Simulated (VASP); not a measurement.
Highest phonon frequency on the path of Si (diamond) against the volume, from finite displacements in a 3×3×3 supercell. All values below come from PBE GGA, VASP's PBE PAW potentials (set 64) (plane waves; VASP).  Fit ln ω as a straight line in ln V.

```tsv
V (Å³/atom)	ln(ω/cm⁻¹)
20.032	6.2427
20.441	6.2229
20.849	6.2036
21.258	6.1845
```

Task: Fit the rows as the text says and predict the value at 21.667.

Result: The slope is -0.98, a Grüneisen parameter of 0.98 for this mode. The line misses the rows by up to 0.0000 and gives 6.1659 at 21.667. The run gave 6.1659, +0.0000 from the line.

Runs of the series that failed, ran out of time, didn't relax or are held back are left out.

The compound is Si in the diamond structure.
